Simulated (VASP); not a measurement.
# Sn2Bi2O (R-3m) in VASP: further runs

One crystal, Sn2Bi2O, is run at these levels: PBE; tasks: relaxation of cell and atoms.

All numbers are computed with VASP 6.6.1; they aren't measurements. Logs are shortened: lines on timing, memory, paths and dates and some standing lists are left out, and cuts for length are marked.

## Step 1: Starting point

Symmetry: R-3m, No. 166, trigonal system. Conventional cell: a = 4.000 Å, b = 4.000 Å, c = 26.300 Å, α = 90.00°, β = 90.00°, γ = 120.00°. Sn (site symmetry 3m) has 3 O at 2.75 Å and 3 Bi at 2.98 Å as nearest neighbours. Bi (site symmetry 3m) is surrounded by 3 Sn at 2.98 Å and 3 Bi at 3.07 Å. O (site symmetry -3m) is surrounded by 6 Sn at 2.75 Å.

The cell was built by a generator and needn't be a form met in nature.

## Step 2: Relaxation of cell and atoms, PBE

File INCAR:

```
ALGO     = Fast           # electronic algorithm
EDIFF    = 1E-4           # SCF threshold, eV
EDIFFG   = -0.08          # ionic threshold
ENCUT    = 520            # plane-wave cutoff, eV
GGA      = PE             # functional
IBRION   = 2              # ionic algorithm
ISIF     = 3              # what is computed and relaxed
ISMEAR   = 0              # smearing method
LASPH    = T              # aspherical terms in the spheres
LCHARG   = F              # write CHGCAR
LREAL    = F              # projectors in reciprocal space
LWAVE    = F              # write WAVECAR
NELM     = 60             # most SCF steps
NSW      = 24             # ionic steps
PREC     = Normal         # precision mode
SIGMA    = 0.15           # smearing width, eV
```

File KPOINTS:

```
k-points
0
Gamma
  4 4 4
```

File POSCAR:

```
Sn2Bi2O
1.0
    2.0000000000      1.1547005400      8.7666666700
   -2.0000000000      1.1547005400      8.7666666700
    0.0000000000     -2.3094010800      8.7666666700
Sn Bi O
2 2 1
Direct
    0.3900000000      0.3900000000      0.3900000000
    0.6100000000      0.6100000000      0.6100000000
    0.2050000000      0.2050000000      0.2050000000
    0.7950000000      0.7950000000      0.7950000000
    0.0000000000      0.0000000000      0.0000000000
```

Potentials or basis: VASP PAW PBE potentials, release 64 (Sn_d, Bi_d, O).

Launch:

```sh
$ cat potpaw_PBE.64/Sn_d/POTCAR potpaw_PBE.64/Bi_d/POTCAR potpaw_PBE.64/O/POTCAR > POTCAR
$ mpirun -np 1 vasp_std > vasp.out
```

OUTCAR:

```text
EDIFF = 1E-4
   EDIFFG = -0.08
   ENCUT = 520
   GGA = PE
   IBRION = 2
   ISIF = 3
   ISMEAR = 0
   LASPH = T
   LREAL = F
   NELM = 60
   NSW = 24
   PREC = Normal

 ion  position               nearest neighbor table
   1  0.390  0.390  0.390-   5 2.75   5 2.75   5 2.75   4 2.98   4 2.98   4 2.98
   2  0.610  0.610  0.610-   5 2.75   5 2.75   5 2.75   3 2.98   3 2.98   3 2.98
   3  0.205  0.205  0.205-   2 2.98   2 2.98   2 2.98   4 3.07   4 3.07   4 3.07
   4  0.795  0.795  0.795-   1 2.98   1 2.98   1 2.98   3 3.07   3 3.07   3 3.07
   5  0.000  0.000  0.000-   2 2.75   2 2.75   1 2.75   1 2.75   2 2.75   1 2.75

  LATTYP: Found a trigonal (rhomboedric) cell.
 ALAT       =     9.0657475059
 COS(alpha) =     0.9026619258

  Lattice vectors:

 A1 = (   2.0000000000,   1.1547005400,   8.7666666700)
 A2 = (  -2.0000000000,   1.1547005400,   8.7666666700)
 A3 = (   0.0000000000,  -2.3094010800,   8.7666666700)

Analysis of symmetry for initial positions (statically):
=====================================================================
 Subroutine PRICEL returns:
 Original cell was already a primitive cell.

 Routine SETGRP: Setting up the symmetry group for a
 trigonal (rhombohedral) supercell.

 Subroutine GETGRP returns: Found 12 space group operations
 (whereof 12 operations were pure point group operations)
 out of a pool of 12 trial point group operations.

The static configuration has the point symmetry D_3d.

Analysis of symmetry for dynamics (positions and initial velocities):
=====================================================================
 Subroutine PRICEL returns:
 Original cell was already a primitive cell.

 Routine SETGRP: Setting up the symmetry group for a
 trigonal (rhombohedral) supercell.

 Subroutine GETGRP returns: Found 12 space group operations
 (whereof 12 operations were pure point group operations)
 out of a pool of 12 trial point group operations.

The dynamic configuration has the point symmetry D_3d.

 Subroutine INISYM returns: Found 12 space group operations
 (whereof 12 operations are pure point group operations),
 and found     1 'primitive' translations

----------------------------------------------------------------------------------------

                                     Primitive cell

  volume of cell :     121.4745

  direct lattice vectors                    reciprocal lattice vectors
     2.000000000  1.154700540  8.766666670     0.250000000  0.144337567  0.038022814
    -2.000000000  1.154700540  8.766666670    -0.250000000  0.144337567  0.038022814
     0.000000000 -2.309401080  8.766666670     0.000000000 -0.288675134  0.038022814

  length of vectors
     9.065747506  9.065747506  9.065747506     0.291168452  0.291168452  0.291168452

  position of ions in fractional coordinates (direct lattice)
     0.390000000  0.390000000  0.390000000
     0.610000000  0.610000000  0.610000000
     0.205000000  0.205000000  0.205000000
     0.795000000  0.795000000  0.795000000
     0.000000000  0.000000000  0.000000000

  ion indices of the primitive-cell ions
   primitive index   ion index
                 1           1
                 2           2
                 3           3
                 4           4
                 5           5

----------------------------------------------------------------------------------------

 KPOINTS: k-points

Automatic generation of k-mesh.
 Grid dimensions read from file:
 generate k-points for:    4    4    4

 Generating k-lattice:

  Cartesian coordinates                     Fractional coordinates (reciprocal lattice)
     0.062500000  0.036084392  0.009505703     0.250000000 -0.000000000 -0.000000000
    -0.062500000  0.036084392  0.009505703    -0.000000000  0.250000000 -0.000000000
     0.000000000 -0.072168784  0.009505703    -0.000000000 -0.000000000  0.250000000

  Length of vectors
     0.072792113  0.072792113  0.072792113

  Shift w.r.t. Gamma in fractional coordinates (k-lattice)
     0.000000000  0.000000000  0.000000000

 Subroutine IBZKPT returns following result:
 ===========================================

 Found     13 irreducible k-points:

 Following reciprocal coordinates:
            Coordinates               Weight
  0.000000  0.000000  0.000000      1.000000
  0.250000  0.000000  0.000000      6.000000
  0.500000  0.000000  0.000000      3.000000
  0.250000  0.250000  0.000000      6.000000
  0.500000  0.250000 -0.000000     12.000000
 -0.250000  0.250000  0.000000      6.000000
  0.500000  0.500000  0.000000      3.000000
  0.250000  0.250000  0.250000      2.000000
  0.500000  0.250000  0.250000      6.000000
 -0.250000  0.250000  0.250000      6.000000
  0.500000  0.500000  0.250000      6.000000
 -0.250000  0.500000  0.250000      6.000000
  0.500000  0.500000  0.500000      1.000000
   k-points           NKPTS =     13   k-points in BZ     NKDIM =     13   number of bands    NBANDS=     38
   number of dos      NEDOS =    301   number of ions     NIONS =      5
   total plane-waves  NPLWV = 157464
   dimension x,y,z NGX =    54 NGY =   54 NGZ =   54
   dimension x,y,z NGXF=   108 NGYF=  108 NGZF=  108
   ions per type =               2   2   1
   NGX,Y,Z   is equivalent  to a cutoff of   9.90,  9.90,  9.90 a.u.
   NGXF,Y,Z  is equivalent  to a cutoff of  19.80, 19.80, 19.80 a.u.
 SYSTEM =  unknown system
   PREC   = normal    normal or accurate (medium, high low for compatibility)
   ISTART =      0    job   : 0-new  1-cont  2-samecut
   ICHARG =      2    charge: 1-file 2-atom 10-const
   ISPIN  =      1    spin polarized calculation?
   LNONCOLLINEAR =      F non collinear calculations
   LSORBIT =      F    spin-orbit coupling
   LASPH  =      T    aspherical Exc in radial PAW
   ENCUT  =  520.0 eV  38.22 Ry    6.18 a.u.  16.86 16.86 16.86*2*pi/ulx,y,z
   NELM   =     60;   NELMIN=  2; NELMDL= -5     # of ELM steps
   EDIFF  = 0.1E-03   stopping-criterion for ELM
   LREAL  =      F    real-space projection
   EDIFFG = -.8E-01   stopping-criterion for IOM
   NSW    =     24    number of steps for IOM
   IBRION =      2    ionic relax: 0-MD 1-quasi-New 2-CG
   NFREE  =      1    steps in history (QN), initial steepest desc. (CG)
   ISIF   =      3    stress and relaxation
   ISYM   =      2    0-nonsym 1-usesym 2-fastsym
   POTIM  = 0.5000    time-step for ionic-motion
   TEBEG  =    0.0;   TEEND  =   0.0 temperature during run
   PSTRESS=    0.0 pullay stress
   NELECT =      64.0000    total number of electrons
   NUPDOWN=      -1.0000    fix difference up-down
   EMIN   =  10.00;   EMAX   =-10.00  energy-range for DOS
   EFERMI =   0.00;   METHOD = LEGACY
   ISMEAR =     0;   SIGMA  =   0.15  broadening in eV -4-tet -1-fermi 0-gaus
   EFERMI_NEDOS =   21; number of points for ismear=-14 and -15
   IALGO  =     68    algorithm
   IMIX   =      4    mixing-type and parameters
     AMIX     =   0.40;   BMIX     =  1.00
     AMIX_MAG =   1.60;   BMIX_MAG =  1.00
  volume/ion in A,a.u.               =      24.29       163.95
  Fermi-wavevector in a.u.,A,eV,Ry     =   1.322228  2.498649 23.786898  1.748288
  Thomas-Fermi vector in A             =   2.451925
   LORBIT       =      0    0 simple, 1 ext, 2 COOP (PROOUT), +10 PAW based schemes
   GGA     = PE    functional components
   LHFCALC =     F    Hartree Fock is set to
   AEXX    =    0.0000 exact exchange contribution
   IVDW    =     0    specifies the selected vdW correction
   LEPSILON=     F    determine dielectric tensor
   LRPA    =     F    only Hartree local field effects (RPA)
 conjugate gradient relaxation of ions
 non-spin polarized calculation
 RMM-DIIS sequential band-by-band and
 Gauss-broadening in eV      SIGMA  =   0.15
  energy-cutoff  :      520.00
  volume of cell :      121.47
 maximum number of plane-waves:      3302
   NGX = 33   NGY = 33   NGZ = 33

--------------------------------------- Ionic step        1  -------------------------------------------

 number of electron      63.9999974 magnetization

 Free energy of the ion-electron system (eV)
  ---------------------------------------------------
  ext. energy  EPLUGINS =         0.00000000
  ---------------------------------------------------
  free energy    TOTEN  =       -19.69385234 eV

  energy without entropy =      -19.64631311  energy(sigma->0) =      -19.67008273

------------------------ aborting loop because EDIFF is reached ----------------------------------------

  FORCE on cell =-STRESS in cart. coord.  units (eV):
  Direction    XX          YY          ZZ          XY          YZ          ZX
  --------------------------------------------------------------------------------------
  -------------------------------------------------------------------------------------
  Total        4.1250054      4.1250054      6.9241559      0.0000000     -0.0000000      0.0000000
  in kB       54.4064008     54.4064009     91.3255526      0.0000000     -0.0000000      0.0000000
  external PRESSURE =      66.7127848 kB  Pullay stress =       0.0000000 kB
[... 98 lines left out ...]
  FREE ENERGIE OF THE ION-ELECTRON SYSTEM (eV)
  ---------------------------------------------------
  free  energy   TOTEN  =       -20.3989475137 eV

  energy  without entropy=      -20.3544257135  energy(sigma->0) =      -20.37668661

 E-fermi :   6.5860     XC(G=0):  -9.8900

 val. band max:        6.5515743895   @ k =  -0.2500   0.5000   0.2500
 cond. band min:       6.6580812708   @ k =   0.2500   0.2500   0.0000
 fundamental gap:      0.1065068813
 Fermi energy:         6.5860310376

 k-point     1 :       0.0000    0.0000    0.0000
  band No.  band energies     occupation
      1     -16.3124      2.00000
      2     -16.3124      2.00000
      3     -16.2316      2.00000
      4     -16.1992      2.00000
      5     -16.1992      2.00000
      6     -16.1043      2.00000
[... 522 lines left out ...]
     37      10.6250      0.00000
     38      10.6678      0.00000

[... ionic steps 4 to 8 ...]

--------------------------------------- Ionic step        9  -------------------------------------------

 number of electron      64.0000055 magnetization

------------------------ aborting loop because EDIFF is reached ----------------------------------------

  FORCE on cell =-STRESS in cart. coord.  units (eV):
  Direction    XX          YY          ZZ          XY          YZ          ZX
  --------------------------------------------------------------------------------------
  -------------------------------------------------------------------------------------
  Total        0.1057695      0.1057695     -0.1748064      0.0000000     -0.0000000      0.0000000
  in kB        1.2840734      1.2840734     -2.1222022      0.0000000     -0.0000000      0.0000000
  external PRESSURE =       0.1486482 kB  Pullay stress =       0.0000000 kB
[... 63 lines left out ...]
  energy  without entropy=      -20.9355686504  energy(sigma->0) =      -20.95866326

--------------------------------------- Ionic step       11  -------------------------------------------

 number of electron      64.0000081 magnetization

 Free energy of the ion-electron system (eV)
  ---------------------------------------------------
  ext. energy  EPLUGINS =         0.00000000
  ---------------------------------------------------
  free energy    TOTEN  =       -20.98359731 eV

  energy without entropy =      -20.93712941  energy(sigma->0) =      -20.96036336

 E-fermi :   7.0637     XC(G=0): -10.0682

 val. band max:        7.0625764092   @ k =   0.5000   0.5000   0.2500
 cond. band min:       7.1334747839   @ k =   0.5000   0.2500  -0.0000
 fundamental gap:      0.0708983747
 Fermi energy:         7.0637146488

 k-point     1 :       0.0000    0.0000    0.0000
  band No.  band energies     occupation
      1     -15.7387      2.00000
      2     -15.7387      2.00000
      3     -15.6703      2.00000
      4     -15.6252      2.00000
      5     -15.6252      2.00000
      6     -15.5423      2.00000
[... 554 lines left out ...]
  FREE ENERGIE OF THE ION-ELECTRON SYSTEM (eV)
  ---------------------------------------------------
  free  energy   TOTEN  =       -20.9835973141 eV

  energy  without entropy=      -20.9371294140  energy(sigma->0) =      -20.96036336

 reached required accuracy - stopping structural energy minimisation
```

Run time: 19 min. Hardware: 1 thread of Intel Xeon Platinum 8488C (Sapphire Rapids), shared host; peak memory 0.46 GiB.

Results:

* Free energy: -20.9836 eV
* Relaxed volume: 26.19 Å³/atom
* Relaxed cell: a = 9.907 Å, b = 9.907 Å, c = 9.907 Å, α = 23.06°, β = 23.06°, γ = 23.06°
* Space group after relaxing (to 0.05 Å): R-3m (No. 166)
* Energy gained by relaxing: 257.9 meV/atom
* Ionic steps: 11
* Pressure after relaxing: 0.1 GPa
* Largest force after relaxing: 0.062 eV/Å
* Band gap on the k mesh: none (metal or under the smearing width)

Forces in eV/Å, atoms in the order of the input:
```
Sn   0.000  0.000  0.049
Sn   0.000  0.000 -0.049
Bi   0.000  0.000  0.062
Bi   0.000  0.000 -0.062
O    0.000  0.000  0.000
```

Stress tensor (GPa, compression positive):
```
 0.17  0.00  0.00
 0.00  0.17  0.00
 0.00  0.00 -0.16
```

Step by step:
```tsv
step	energy change (eV)	largest force (eV/Å)	pressure (GPa)	volume (Å³)
1	0.0000	2.5303	6.67	121.47
2	-0.7038	1.4505	-3.04	140.11
3	-0.7051	1.4264	-3.08	140.57
4	-1.1057	0.8911	-1.81	136.01
5	-1.2562	0.3695	-0.62	132.70
6	-1.0665	0.8960	4.61	126.06
7	-1.2759	0.3124	0.41	131.30
8	-1.2762	0.3750	0.35	131.06
9	-1.2875	0.0891	0.01	131.97
10	-1.2879	0.0653	-0.33	132.11
11	-1.2897	0.0616	0.06	130.97
```

Final structure:
```xyz
5
Lattice="1.9804 1.1434 9.6396 -1.9804 1.1434 9.6396 0.0000 -2.2868 9.6396" Properties=species:S:1:pos:R:3 pbc="T T T"
Sn    0.0000    0.0000   10.8910
Sn    0.0000    0.0000   18.0277
Bi    0.0000    0.0000    5.8870
Bi    0.0000    0.0000   23.0317
O     0.0000   -2.2868    9.6396
```

Levels at points of the mesh, in eV from the Fermi level:
```csv
k point,band 28,band 29,band 30,band 31,band 32,band 33,band 34,band 35,band 36,band 37
"(0.00, 0.00, 0.00)",-2.83,-1.81,0.97,0.97,2.24,2.33,2.61,2.61,2.61,2.61
"(0.50, 0.00, 0.00)",-3.51,-3.08,-2.28,-1.25,-0.98,1.01,1.02,1.58,1.58,3.16
"(0.50, 0.50, 0.00)",-4.04,-3.62,-1.56,-1.25,-0.91,-0.28,1.31,2.13,2.89,3.05
"(0.50, 0.50, 0.50)",-2.82,-0.73,0.07,1.04,1.04,2.01,2.01,3.43,3.43,4.04
```

Caveat: the k mesh is coarse (spacing up to 0.46 Å⁻¹), so the values aren't converged; spin-orbit coupling is left out, which moves the levels of the heavy elements; the relaxation stopped at a loose force limit of 0.08 eV/Å, so its end isn't a converged minimum.

(Continued in part 2 of 2.)
